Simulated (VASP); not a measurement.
**EuMo and the effect of the starting magnetic order**

```yaml
crystal:
  lattice:
    - [3.53145, 0.00000, 0.00000]
    - [0.00000, 3.53145, 0.00000]
    - [0.00000, 0.00000, 3.53145]
  atoms:
    - { symbol: Eu, position: [0.50000, 0.50000, 0.50000] }
    - { symbol: Mo, position: [0.00000, 0.00000, 0.00000] }
```

The cell comes from a database or a generator and needn't be the stable form of this composition.

Kept alike: task single point; functional r2SCAN; k mesh 6 × 6 × 6; occupations fermi-dirac, width 0.05 eV. Program: VASP, PBE PAW files Eu, Mo_sv, 520 eV. The mesh is that of the run's cell of 2 atoms. No spin-orbit coupling.

```csv
starting magnetic order,largest site moment (μB),moment of the cell (μB),free energy over the lowest row (meV/atom)
antiferromagnetic,6.26,4.10,0.00
"antiferromagnetic start, larger moments",6.26,4.10,0.00
ferrimagnetic,6.26,4.10,0.00
ferromagnetic,6.47,8.94,92.09
"ferromagnetic start, larger moments",6.47,8.94,92.09
non-magnetic,0.00,0.00,3676.17
random collinear,6.26,4.10,0.00
```

For a metal such a mesh leaves the last digits unconverged. The runs hold the magnetic state that their start led to, which needn't be the lowest. The row without spin has no moments by construction. Site moments count inside each atom's sphere or projector. All rows use potentials made for PBE.

**Question.** What does the starting magnetic order change here?

**Answer.** The largest site moment runs from 0.00 (non-magnetic) to 6.47 μB (ferromagnetic; ferromagnetic start, larger moments). The moment of the cell runs from 0.00 (non-magnetic) to 8.94 μB (ferromagnetic; ferromagnetic start, larger moments). The free energy is lowest at antiferromagnetic; antiferromagnetic start, larger moments; ferrimagnetic; random collinear, and 3676.17 meV an atom higher at non-magnetic. Starts that end at one energy have found one state: antiferromagnetic; antiferromagnetic start, larger moments; ferrimagnetic; random collinear | ferromagnetic; ferromagnetic start, larger moments.
